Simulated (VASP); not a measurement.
Computed with LDA (Ceperley-Alder, Perdew-Zunger), VASP's LDA PAW potentials (set 64) (plane waves; VASP 6.6.1).

The input files of a VASP run:

### INCAR
```
ALGO=Normal   # blocked Davidson
NELM=100   # most electronic steps
ISMEAR=0   # Gaussian
LREAL=.FALSE.   # projection in real space or not
SIGMA=0.01
LWAVE=.FALSE.
EDIFF=1E-6   # SCF stop (eV)
LASPH=.TRUE.
LMAXMIX=6   # l cut-off of mixed one-centre charges
ISIF=2   # forces and stress, cell fixed
SYSTEM=SiOs
PREC=Accurate
LCHARG=.FALSE.
ENCUT=300
```

### KPOINTS
```
Automatic
0
Gamma
 6 6 6
```

### POSCAR
```
SiOs
1
    4.7659900000     0.0000000000     0.0000000000
    0.0000000000     4.7659900000     0.0000000000
    0.0000000000     0.0000000000     4.7659900000
Si Os
4 4
Direct
  0.1647600000   0.3352400000   0.6647600000
  0.3352400000   0.6647600000   0.1647600000
  0.6647600000   0.1647600000   0.3352400000
  0.8352400000   0.8352400000   0.8352400000
  0.8771700000   0.6228300000   0.3771700000
  0.6228300000   0.3771700000   0.8771700000
  0.3771700000   0.8771700000   0.6228300000
  0.1228300000   0.1228300000   0.1228300000
```

POTCAR, in this order: Si Os (LDA.64 set). Program: vasp_std.

Task: What will the output report for the number of irreducible k-points (NKPTS), largest plane-wave count, number of space-group operations, FFT grid (NGX, NGY, NGZ)?

Result: 
- number of irreducible k-points (NKPTS): 24
- largest plane-wave count: 1328
- number of space-group operations: 12
- FFT grid (NGX, NGY, NGZ): 28 × 28 × 28

The structure comes from a computed database's SiOs entry; how it stands against other phases isn't given here. The cell was not relaxed at this level.
